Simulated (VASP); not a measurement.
Consider the following.

```
ZrS2
1.0
    3.73346     0.00000     0.00000
   -1.86673     3.23327     0.00000
    0.00000     0.00000     6.10995
Zr S
1 2
Direct
  0.00000   0.00000   0.00000
  0.66667   0.33333   0.76209
  0.33333   0.66667   0.23791
```

Calculation: LDA (Ceperley-Alder, Perdew-Zunger), VASP's LDA PAW potentials (set 64) (plane waves; VASP). Numerical set-up: EDIFF = 1E-04, 210 eV cut-off, 8×8×8 Γ-centred mesh, Gaussian smearing of 0.010 eV, potentials Zr_sv S.

At this cut-off the stress carries a Pulay error, which pulls relaxed volumes low.  Energy and stress use the plane-wave basis of the starting cell.

Q: The ions, cell shape and volume are relaxed. What does this cell relax into?

A: 
```
ZrS2
1.0
    3.55481     0.00000     0.00000
   -1.77741     3.07856     0.00000
    0.00000     0.00000     5.54020
Zr S
1 2
Cartesian
  0.00000   0.00000   0.00000
  1.77741   1.02618   4.07136
  0.00000   2.05237   1.46884
```
Space group P-3m1 (164), at a tolerance of 0.03 Å.

Q: How do energy and volume change from the first to the last step?

A: The energy (σ→0) changes by -156.8 meV/atom and the volume by -17.8 %, in 33 ionic steps.

| step | E(σ→0) (eV) | max force (eV/Å) | pressure (GPa) | volume (Å³) |
|---|---|---|---|---|
| 1 | -23.1547 | 0.529 | -12.79 | 73.76 |
| 2 | -22.3306 | 4.270 | 34.50 | 54.72 |
| 3 | -23.4827 | 0.683 | -1.17 | 66.61 |
| 4 | -23.4836 | 0.758 | -0.66 | 66.26 |
| 5 | -23.4835 | 0.801 | -0.12 | 66.05 |
| 6 | -23.5292 | 0.595 | -0.13 | 65.06 |
| 7 | -23.5869 | 0.042 | -0.53 | 62.21 |
| 8 | -23.6193 | 0.080 | 0.84 | 60.58 |
| 9 | -23.6217 | 0.108 | 1.35 | 59.91 |
| 10 | -23.6125 | 0.301 | -2.47 | 61.17 |
| 11 | -23.6247 | 0.027 | 0.09 | 60.32 |
| 12 | -23.6247 | 0.024 | 0.09 | 60.31 |
| 13 | -23.6247 | 0.020 | 0.11 | 60.30 |
| 14 | -23.6249 | 0.017 | 0.35 | 60.38 |
| 15 | -23.6249 | 0.004 | 0.16 | 60.63 |
| 16 | -23.6248 | 0.002 | 0.01 | 60.74 |
| 17 | -23.6249 | 0.002 | -0.32 | 60.70 |
| 18 | -23.6249 | 0.002 | -0.20 | 60.64 |
| 19 | -23.6249 | 0.001 | -0.12 | 60.63 |
| 20 | -23.6247 | 0.049 | 0.22 | 60.43 |
| 21 | -23.6249 | 0.023 | 0.34 | 60.52 |
| 22 | -23.6249 | 0.007 | 0.19 | 60.59 |
| 23 | -23.6249 | 0.003 | 0.16 | 60.61 |
| 24 | -23.6249 | 0.000 | 0.09 | 60.62 |
| 25 | -23.6249 | 0.001 | 0.02 | 60.62 |

The structure comes from a computed database's ZrS2 entry; how it stands against other phases isn't given here. This run relaxes it. Symmetry was kept, so distortions that lower it aren't found. The run is one of a series of settings (EDIFF = 1E-04, EDIFFG = -0.01, ENCUT = 210, GGA removed, IBRION = 2, ISIF = 3, NSW = 50, KPOINTS 8×8×8 Γ-centred mesh, POTCAR Zr_sv S (LDA.64 set) against the base run), some of them coarse on purpose.
